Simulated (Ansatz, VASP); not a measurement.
# InSe: VASP beside Ansatz

Wanted: the spread between two codes on one cell, functional and k mesh. The cell is taken from a series of runs on this material, whose earlier steps may have relaxed, scaled, displaced or heated it; both programs get it as it stands.

Calculated with Ansatz 0.2.0; plane waves, with VASP 6.6.1 beside it; single point at HSE06.

## (1) Starting point

Symmetry: P6_3/mmc, No. 194, hexagonal system. The conventional cell has a = 4.027 Å, b = 4.027 Å, c = 16.795 Å, α = 90.00°, β = 90.00°, γ = 120.00°. In has 3 Se at 2.66 Å and 1 In at 2.79 Å nearest. Nearest to Se lie 3 In at 2.66 Å. Farther neighbours and most contacts between anions are not listed.

Coordinates:

```cif
data_structure
_symmetry_space_group_name_H-M 'P6_3/mmc'
_symmetry_Int_Tables_number 194
_cell_length_a 4.0275
_cell_length_b 4.0275
_cell_length_c 16.7950
_cell_angle_alpha 90.000
_cell_angle_beta 90.000
_cell_angle_gamma 120.000
_cell_volume 235.93
loop_
_atom_site_label
_atom_site_type_symbol
_atom_site_symmetry_multiplicity
_atom_site_Wyckoff_symbol
_atom_site_fract_x
_atom_site_fract_y
_atom_site_fract_z
_atom_site_occupancy
In1 In 4 f 0.33333 0.66667 0.16686 1
Se1 Se 4 f 0.33333 0.66667 0.59020 1
```

## (2) VASP: single point, HSE06

A single point gives forces, pressure and levels at one fixed geometry, so differences don't come from the geometry; what else differs is listed under the comparison.

Lines of VASP's logs that name or quote its potential files are left out, and so is its time.

The run reads the wave functions of an earlier VASP run, which isn't shown here.

Contents of INCAR:

```
SYSTEM = InSe
PREC = Accurate
ENCUT = 400
EDIFF = 1E-06
NELM = 100
ISMEAR = 0
SIGMA = 0.01
LREAL = .FALSE.
ALGO = Normal
LHFCALC = .TRUE.
AEXX = 0.25
GGA = PE
HFSCREEN = 0.208
LASPH = .TRUE.
NBANDS = 47
PRECFOCK = Fast
LORBIT = 11
LWAVE = .FALSE.
LCHARG = .FALSE.
KPAR = 8
NCORE = 2
ISIF = 2
```

Contents of POSCAR:

```
InSe
1.0
    4.0275000000      0.0000000000      0.0000000000
   -2.0137500000      3.4879170000      0.0000000000
    0.0000000000      0.0000000000     16.7950000000
In Se
4 4
Direct
    0.3333333333      0.6666666667      0.1668643278
    0.6666666667      0.3333333333      0.6668643278
    0.3333333333      0.6666666667      0.3331356722
    0.6666666667      0.3333333333      0.8331356722
    0.3333333333      0.6666666667      0.5901956820
    0.6666666667      0.3333333333      0.0901956820
    0.3333333333      0.6666666667      0.9098043180
    0.6666666667      0.3333333333      0.4098043180
```

Contents of KPOINTS:

```
Automatic mesh
0
Gamma
6 6 2
0 0 0
```

Potentials, in the order of the species: In_d and Se (PBE family, release 64).

On the command line:

```bash
$ mpirun -np 16 vasp_std
```

Numbers of over 12 decimals in the logs are rounded to 6 here.

Log:

```text
[banner, memory and clock lines left out]
running   16 mpi-ranks, on    1 nodes
 distrk:  each k-point on    2 cores,    8 groups
 distr:  one band on    2 cores,    1 groups

 POSCAR found type information on POSCAR InSe
 POSCAR found :  2 types and       8 ions
 LDA part: xc-table for (Slater+PW92), standard interpolation
 found WAVECAR, reading the header
 POSCAR, INCAR and KPOINTS ok, starting setup
 FFT: planning ... GRIDC
 FFT: planning ... GRID_SOFT
 FFT: planning ... GRID
 reading WAVECAR
 the WAVECAR file was read successfully
 initial charge from wavefunction
 entering main loop
       N       E                     dE             d eps       ncg     rms          rms(c)
DAV:   1    -0.343228266548E+02   -0.34323E+02   -0.19190E+00  1688   0.113E+01    0.624E+00
DAV:   2    -0.343540519884E+02   -0.31225E-01   -0.23594E-01  1463   0.227E+00    0.587E+00
DAV:   3    -0.343500999235E+02    0.39521E-02   -0.24688E-02  1844   0.960E-01    0.502E+00
DAV:   4    -0.343493529604E+02    0.74696E-03   -0.37271E-03  1609   0.348E-01    0.318E+00
DAV:   5    -0.343490854961E+02    0.26746E-03   -0.45151E-04  1712   0.165E-01    0.190E+00
DAV:   6    -0.343489384120E+02    0.14708E-03   -0.12476E-04  1871   0.794E-02    0.114E+00
DAV:   7    -0.343489014876E+02    0.36924E-04   -0.67094E-05  1669   0.348E-02    0.690E-01
DAV:   8    -0.343488927809E+02    0.87067E-05   -0.10159E-05  1317   0.145E-02    0.421E-01
DAV:   9    -0.343488909847E+02    0.17962E-05   -0.26710E-06  1207   0.955E-03    0.255E-01
DAV:  10    -0.343488914957E+02   -0.51100E-06   -0.11761E-06   854   0.733E-03
   1 F= -.34348891E+02 E0= -.34348891E+02  d E =-.161637E-46
```

OUTCAR, selected parts (step 2):

```text
ion  position               nearest neighbor table
   1  0.333  0.667  0.167-   6 2.66   6 2.66   6 2.66   3 2.79
   2  0.667  0.333  0.667-   5 2.66   5 2.66   5 2.66   4 2.79
   3  0.333  0.667  0.333-   8 2.66   8 2.66   8 2.66   1 2.79
   4  0.667  0.333  0.833-   7 2.66   7 2.66   7 2.66   2 2.79
   5  0.333  0.667  0.590-   2 2.66   2 2.66   2 2.66
   6  0.667  0.333  0.090-   1 2.66   1 2.66   1 2.66
   7  0.333  0.667  0.910-   4 2.66   4 2.66   4 2.66
   8  0.667  0.333  0.410-   3 2.66   3 2.66   3 2.66

  LATTYP: Found a hexagonal cell.
 ALAT       =     4.0275000000
 C/A-ratio  =     4.1700806952

 Subroutine GETGRP returns: Found 24 space group operations
 (whereof 12 operations were pure point group operations)

The static configuration has the point symmetry D_3d.
 The point group associated with its full space group is D_6h.

 Found     14 irreducible k-points:

   k-points           NKPTS =     14   k-points in BZ     NKDIM =     72   number of bands    NBANDS=     47

   dimension x,y,z NGX =    28 NGY =   28 NGZ =  112
   dimension x,y,z NGXF=    56 NGYF=   56 NGZF=  224

   ENCUT  =  400.0 eV  29.40 Ry    5.42 a.u.   6.57  6.57 27.39*2*pi/ulx,y,z

   NELECT =      76.0000    total number of electrons

 k-points in reciprocal lattice and weights: Automatic mesh
   0.00000000  0.00000000  0.00000000       0.014
   0.16666667  0.00000000  0.00000000       0.083
   0.33333333  0.00000000  0.00000000       0.083
   0.50000000  0.00000000  0.00000000       0.042
   0.16666667  0.16666667  0.00000000       0.083
   0.33333333  0.16666667  0.00000000       0.167
   0.33333333  0.33333333  0.00000000       0.028
   0.00000000  0.00000000  0.50000000       0.014
   0.16666667  0.00000000  0.50000000       0.083
[...]
0.33333333  0.16666667  0.50000000       0.167
   0.33333333  0.33333333  0.50000000       0.028

  exchange ACFDT corr.  =         0.00000000  see jH, gK, PRB 81, 115126

 average (electrostatic) potential at core
       1 -91.1268       2 -91.1269       3 -91.1268       4 -91.1269       5 -50.4581
       6 -50.4581       7 -50.4581       8 -50.4581

 E-fermi :   3.6684

 k-point     1 :       0.0000    0.0000    0.0000
  band No.  band energies     occupation
    ...
     34       2.2854      2.00000
     35       2.2854      2.00000
     36       2.3672      2.00000
     37       2.3672      2.00000
     38       3.5692      2.00000
     39       4.6868      0.00000
     40       6.0448      0.00000
     41       6.4707      0.00000
     42       6.4945      0.00000
     43       8.6276      0.00000
    ...

 k-point     2 :       0.1667    0.0000    0.0000
  band No.  band energies     occupation
    ...
     34       1.8175      2.00000
     35       1.9794      2.00000
     36       2.0993      2.00000
     37       2.4417      2.00000
     38       3.3197      2.00000
     39       5.9312      0.00000
     40       6.4952      0.00000
     41       6.9399      0.00000
     42       7.2813      0.00000
     43       7.9282      0.00000
    ...

 k-point     3 :       0.3333    0.0000    0.0000
  band No.  band energies     occupation
    ...
     34       1.4399      2.00000
     35       1.4882      2.00000
     36       1.6167      2.00000
     37       2.2926      2.00000
     38       2.4903      2.00000
     39       5.6468      0.00000
     40       5.9533      0.00000
     41       6.3790      0.00000
     42       6.4463      0.00000
     43       7.8345      0.00000
    ...

  Total       -0.1433387     -0.1433386      0.1547445      0.0000000      0.0000000      0.0000000
  in kB       -0.9734020     -0.9734018      1.0508584      0.0000000      0.0000000      0.0000000
  external PRESSURE =      -0.2986485 kB  Pullay stress =       0.0000000 kB

  energy-cutoff  :      400.00
  volume of cell :      235.93
      direct lattice vectors                 reciprocal lattice vectors
     4.027500000  0.000000000  0.000000000     0.248292986  0.143352035  0.000000000
    -2.013750000  3.487917000  0.000000000     0.000000000  0.286704070  0.000000000
     0.000000000  0.000000000 16.795000000     0.000000000  0.000000000  0.059541530

 POSITION                                       TOTAL-FORCE (eV/Angst)
 -----------------------------------------------------------------------------------
     -0.00000      2.32528      2.80249         0.000000      0.000000     -0.202024
      2.01375      1.16264     11.19999         0.000000     -0.000000     -0.202024
     -0.00000      2.32528      5.59501         0.000000      0.000000      0.202024
      2.01375      1.16264     13.99251        -0.000000     -0.000000      0.202024
     -0.00000      2.32528      9.91234         0.000000      0.000000      0.322957
      2.01375      1.16264      1.51484         0.000000      0.000000      0.322957
     -0.00000      2.32528     15.28016        -0.000000     -0.000000     -0.322957
      2.01375      1.16264      6.88266        -0.000000      0.000000     -0.322957
 -----------------------------------------------------------------------------------
    total drift:                               -0.000001     -0.000000     -0.000001

  FREE ENERGIE OF THE ION-ELECTRON SYSTEM (eV)
  ---------------------------------------------------
  free  energy   TOTEN  =       -34.3488914957 eV

  energy  without entropy=      -34.3488914957  energy(sigma->0) =      -34.34889150

 total charge
# of ion       s       p       d       tot
------------------------------------------
    1        0.871   0.671   9.896  11.439
    2        0.871   0.671   9.896  11.439
    3        0.871   0.671   9.896  11.439
    4        0.871   0.671   9.896  11.439
    5        1.483   2.380   0.023   3.885
    6        1.483   2.380   0.023   3.885
    7        1.483   2.380   0.023   3.885
    8        1.483   2.380   0.023   3.885
--------------------------------------------------
tot          9.416  12.205  39.675  61.296

[... 3 further parts left out ...]
```

The run ends at a pressure of -0.03 GPa, with forces up to 0.32 eV/Å.

## (3) Ansatz: single point, HSE06

Ansatz runs on its PAW soft_1 files.

The same cell, functional and mesh now go to Ansatz, which takes its cutoff from its data sets.

Contents of input.yaml:

```yaml
crystal:
  lattice:
    - [4.0275, 0.0, 0.0]
    - [-2.01375, 3.487917, 0.0]
    - [0.0, 0.0, 16.795]
  atoms:
    - { symbol: In, position: [0.3333333333, 0.6666666667, 0.1668643278] }
    - { symbol: In, position: [0.6666666667, 0.3333333333, 0.6668643278] }
    - { symbol: In, position: [0.3333333333, 0.6666666667, 0.3331356722] }
    - { symbol: In, position: [0.6666666667, 0.3333333333, 0.8331356722] }
    - { symbol: Se, position: [0.3333333333, 0.6666666667, 0.590195682] }
    - { symbol: Se, position: [0.6666666667, 0.3333333333, 0.090195682] }
    - { symbol: Se, position: [0.3333333333, 0.6666666667, 0.909804318] }
    - { symbol: Se, position: [0.6666666667, 0.3333333333, 0.409804318] }
kpoints:
  mp_grid: { grid: [6, 6, 2] }
  band_path:
    path:
      - [0.0, 0.0, 0.0]
      - [0.50000002, -2.0e-08, 0.0]
      - [0.33333334, 0.3333333, 0.0]
      - [0.0, 0.0, 0.5]
      - [0.50000002, -2.0e-08, 0.5]
      - [0.33333334, 0.3333333, 0.5]
    npoints: 1
hamiltonian:
  xc: hse06
  pseudopotentials: { kind: paw, azcp: { folder: soft_1 } }
scf:
  occupations: { method: fixed }
  n_extra_bands: 6
output:
  eigenvalues: true
```

On the command line:

```bash
$ ansatz run input.yaml --threads 24 --pin off --max-ram 82944MiB --backend cuda --events-out ev --progress --plain --runs-dir out --devices 1 --max-vram 78GiB
```

Log:

```text
scf.n_extra_bands = 6 over 58 filled bands (N_el = 116.0): the run solves 64 bands
GPUs: using 1 of 1 available (devices: 1).
Engine: ansatz 0.2.0, aarch64-unknown-linux-gnu
Pseudopotentials: kind: paw
Pseudopotential: In, paw, valence charge 13, recommended cutoff 420 eV (normal), soft_1/In.paw.azcp
Pseudopotential: Se, paw, valence charge 16, recommended cutoff 420 eV (normal), soft_1/Se.paw.azcp
Functional definition: HSE06
  parameter a = 0.25
  parameter omega = 0.11/bohr
  exchange = pbe_x - a*pbe_x_sr(omega) + a*exact_x_sr(omega)
  correlation = pbe_c
davidson cushion auto → on  (no smearing: the cushion is to keep the highest requested band from converging to the state above it; pin scf.eigensolver.cushion to override)
[...]
Crystal: 8 atoms, lattice volume = 235.929 Å³
Basis set: ecut = 420 eV, 4653 PW (Γ)
Bands: 64, of which v1, the nominal top of the filled ones, is band 58 counted from 1 (57 counted from 0)
Symmetry: 24 space group operations
Space group: P63/mmc (ITA 194), of the structure as read, at distance tolerance 6.2e-5 Å
k-points: 14 of 72
Non-local potential: In, projectors of the file, l = 0: 2, l = 1: 2, l = 2: 2, l = 3: 1
Non-local potential: Se, projectors of the file, l = 0: 2, l = 1: 2, l = 2: 3, l = 3: 1
PAW form: soft (Blöchl's): semilocal exchange-correlation on the pseudo side does not see the compensation charge
PAW frozen core: In, regenerated for the run's functional, and the local potential with it (the file was generated under x = pbe(κ = 0.804, μ = 0.219515), c = pbe(β = 0.066725))
PAW frozen core: Se, regenerated for the run's functional, and the local potential with it (the file was generated under x = pbe(κ = 0.804, μ = 0.219515), c = pbe(β = 0.066725))
PAW one-centre angular grid: In, 590 points (default); XC on 64 Gauss nodes
PAW one-centre angular grid: Se, 590 points (default); XC on 64 Gauss nodes
Initial density: superposition of atomic densities (chi_scale 0.1, normalization cell, long waves kept (reshape's long-wave potential 0.69 eV rms))
Initial wavefunctions: pseudopotential atomic-orbital guess
[...]
Functional: x = pbe(κ = 0.804, μ = 0.219515), c = pbe(β = 0.066725), warm-up for x = pbe(κ = 0.804, μ = 0.219515) + 0.25 (exact − pbe) at short range (hse, ω = 0.207870 Å⁻¹), c = pbe(β = 0.066725); HSE06 as pw.x's `hse` composes it (authors' and Libxc's form: `xc: wpbeh`)
SCF iter   1: F=—  HF=-44276.901598 eV  |F-HF|=—  |Δ(HF+E_count)|=         —  Δρ=4.99e-2  dr2=2.77e1  ethr=1.00e-1  ⟨swp⟩=4.2  Hψ=2518  notcnv=0
preconditioner: auto → none  [insulator: Δε(μ)=0.181 eV  Ē_g=13.347 eV  n_scr=66 (ndim 8)  ℏωp=21.1 eV  f_vac=0.033]
SCF iter   2: F=—  HF=-44283.166619 eV  |F-HF|=—  |Δ(HF+E_count)|=    6.27e0  Δρ=5.37e-2  dr2=5.02e1  ethr=2.39e-2  ⟨swp⟩=5.6  Hψ=2673  notcnv=0  defer=4
[...]
SCF iter  10: F=-44272.089509 eV  HF=-44272.089515 eV  |F-HF|=6.64e-6  |Δ(HF+E_count)|=   4.71e-5  Δρ=6.62e-5  dr2=7.58e-6  ethr=1.08e-7  ⟨swp⟩=4.1  Hψ=2755  notcnv=0
SCF 1 stopped early in 10 iterations: F = -44272.089509 eV  dr2 = 7.58e-6
  greatest PAW one-centre occupation: 1.000 electrons in one spin orbital (limit 2), on the Se atom at site 7 (counted from 0), in its partial waves of l = 2
[...]
Exchange kernel: α = 0.2500, screened, ω = 0.2079 Å⁻¹, Wigner–Seitz truncation, v(0) = 1046.7943 eV·Å³, q-mesh 6×6×2, nearest image of the exchange supercell L = 24.16 Å, pair-density grid 18×18×72, without the augmentation charges, whose exchange is taken in its separable form by FFT convolution over the k-point mesh (sized by the pseudopotential files, 24×24×120 at the most), smooth part of the exact exchange by density-matrix convolution in up to 8.42 GiB of GPU memory as planned if the GPU has room (build and FFT work areas not counted)
Frozen-core exchange: fock
SCF iter   1: F=—  HF=-44294.142754 eV  |F-HF|=—  |Δ(HF+E_count)|=         —  Δρ=4.86e-3  dr2=7.23e-2  ethr=6.53e-8  ⟨swp⟩=10.4  Hψ=5738  notcnv=0
preconditioner: auto → none  [insulator: Δε(μ)=1.062 eV  Ē_g=14.625 eV  n_scr=66 (ndim 8)  ℏωp=21.1 eV  f_vac=0.082]
SCF iter   2: F=—  HF=-44294.114394 eV  |F-HF|=—  |Δ(HF+E_count)|=   2.84e-2  Δρ=2.55e-3  dr2=1.60e-2  ethr=6.53e-8  ⟨swp⟩=7.9  Hψ=4623  notcnv=0  defer=2
[...]
SCF iter   6: F=-44294.142487 eV  HF=-44294.142502 eV  |F-HF|=1.46e-5  |Δ(HF+E_count)|=   5.88e-4  Δρ=8.50e-5  dr2=2.58e-5  ethr=5.13e-8  ⟨swp⟩=4.9  Hψ=2943  notcnv=0
SCF 2 stopped early in 6 iterations: F = -44294.142487 eV  dr2 = 2.58e-5
hybrid outer 1: dexx = +3.743e-2 eV, tail = 2.37e-4 eV
[...]
Exchange kernel: α = 0.2500, screened, ω = 0.2079 Å⁻¹, Wigner–Seitz truncation, v(0) = 1046.7943 eV·Å³, q-mesh 6×6×2, nearest image of the exchange supercell L = 24.16 Å, pair-density grid 18×18×72, without the augmentation charges, whose exchange is taken in its separable form by FFT convolution over the k-point mesh (sized by the pseudopotential files, 24×24×120 at the most), smooth part of the exact exchange by density-matrix convolution in up to 8.42 GiB of GPU memory as planned if the GPU has room (build and FFT work areas not counted)
Frozen-core exchange: fock
SCF iter   1: F=—  HF=-44294.142575 eV  |F-HF|=—  |Δ(HF+E_count)|=         —  Δρ=5.52e-5  dr2=4.45e-6  ethr=1.02e-6  ⟨swp⟩=2.5  Hψ=1985  notcnv=0
[...]
SCF iter   2: F=—  HF=-44294.142580 eV  |F-HF|=—  |Δ(HF+E_count)|=   5.81e-6  Δρ=3.20e-5  dr2=2.02e-6  ethr=3.47e-9  ⟨swp⟩=4.4  Hψ=3715  notcnv=0
SCF iter   3: F=—  HF=-44294.142580 eV  |F-HF|=—  |Δ(HF+E_count)|=   7.24e-7  Δρ=1.22e-5  dr2=6.26e-7  ethr=1.37e-9  ⟨swp⟩=4.0  Hψ=2762  notcnv=0
SCF iter   4: F=—  HF=-44294.142582 eV  |F-HF|=—  |Δ(HF+E_count)|=   2.66e-6  Δρ=1.10e-5  dr2=6.14e-7  ethr=1.85e-10  ⟨swp⟩=5.0  Hψ=3483  notcnv=0
iter 5 solved again at ethr=1.19e-11 eV; its pass at ethr=1.85e-10 eV (dr2=1.38e-8 eV) is discarded
SCF iter   5: F=-44294.142582 eV  HF=-44294.142582 eV  |F-HF|=1.51e-8  |Δ(HF+E_count)|=   1.63e-7  Δρ=3.36e-6  dr2=2.33e-8  ethr=1.19e-11  ⟨swp⟩=3.3  Hψ=4349  notcnv=0
SCF 3 converged in 5 iterations: F = -44294.142582 eV  dr2 = 2.33e-8
hybrid outer 2: dexx = +3.233e-6 eV, tail = 1.61e-7 eV, Δε = 2.93e-3 eV (about 1.29e-4 eV left of the loop's levels)
[...]
NSCF: frozen V_eff on 6 k-points
hybrid SCF converged: 2 outer / 11 inner (+10 warm-up), last move |dexx| = 3.23e-6 eV, tail = 1.61e-7 eV
Stability not checked: this state was not tested for a lower state beside it, because the functional holds exact exchange (a hybrid, or Hartree-Fock), whose exchange loop this test does not read (fock_operator; see scf.lower_state_search)
Free energy (F): -44294.142583 eV
Frozen-core exchange: fock
Harris-Foulkes:  -44294.142583 eV  (|F-HF|=1.51e-8)
Internal energy: -44294.142583 eV  (E = F + TS)
E sigma→0 (E₀):  -44294.142583 eV
Fermi energy:    6.597243 eV
--- Per-component energies (eV) ---
  E_band       = -2140.683839
  E_kinetic    = 1312.966673
  E_local      = -16490.173952  (includes V_loc(G=0)·N_el)
  E_nonlocal   = -118.290391
  E_hartree    = 8013.422090
  E_xc         = -730.736651
  E_vxc        = -574.828718  (∫ρ·V_xc dr)
  E_exx        = -402.256047  (= α·E_x^exact, valence–valence)
  E_paw        = -25153.377072  (= ΣΔE_a)
  E_vpaw       = -1492.700177  (= ΣTr[D̂ρ^β])
  E_aug_tail   = -0.000855  (compensation charges beyond the density's cutoff)
  E_ewald      = -10723.457403
  E_core_change = -2.238975  (= ΣΔE_core)
  E_smearing   = -0.000000  (= −TS)
  E_closure    = -0.000000  (closes the sum)
  Σ components = -44294.142583   (vs F -44294.142583, Δ=0.00e0)
--- Band table (eV; the first three rows and the last of 14) ---
  k-point 0: bands = [... 54 lower, 5.3207, 5.4029, 5.4029, 6.5972, 7.7225, 9.0847, 9.5020]
  k-point 1: bands = [... 54 lower, 5.3686, 5.3686, 5.7392, 5.7392, 8.4986, 8.4986, 9.5355]
  k-point 2: bands = [... 54 lower, 5.0138, 5.1343, 5.4675, 6.3472, 8.9650, 9.5300, 9.9648]
  k-point 13: bands = [... 54 lower, 3.9889, 3.9889, 4.9417, 4.9417, 8.9092, 8.9092, 9.6795]
```

Reading the cycles: dr2 is the Hartree energy of the density residual (eV), the measure of convergence; HF is the Harris–Foulkes estimate of the energy, which meets the free energy F at convergence.

## (4) Comparison

Known differences besides the potentials themselves: exact exchange at q = 0 is treated differently, which shows on coarse meshes; VASP keeps PBE cores, Ansatz makes them for the functional; fixed occupations in Ansatz, narrow Gaussian smearing in VASP; the data sets hold 116 valence electrons in Ansatz (on its PAW soft_1 files) and 76 in VASP; the cutoff is 420 eV in Ansatz and 400 eV in VASP; VASP takes a coarser grid for exact exchange (PRECFOCK = Fast). Total energies have different zeros and are not compared.

Compared:

| quantity | Ansatz | VASP | difference |
| --- | --- | --- | --- |
| gap on the k mesh (eV) | 1.125 | 1.118 | +0.008 |

A gap on the mesh is an upper bound, since the band edges may lie between its points.

## (5) Results

* difference in gap on the k mesh (single point, HSE06): 0.0076 eV

**Reading.** The difference in gap on the k mesh is 0.0076 eV (single point, HSE06), within the 0.08 eV picked in this series as the mark of a large difference. The data sets hold unlike numbers of valence electrons (116 in Ansatz and 76 in VASP), so part of the differences comes from the potentials. Such differences can come from data sets, numerical settings and the points named under the comparisons, not from the functional's error against experiment.

[Lines on the potential files, build, host, timing and source positions are cut from VASP's logs without a mark.]

[Logs are printed without paths, hosts, clocks, repeated set-up lines and the standing remarks that a program may print on its own settings, such as how far it seeks lower states.]

[Hosts, paths, dates, database ids (printed as entryN), source tags and the programs' standing remarks are cut or masked in the printed files.]
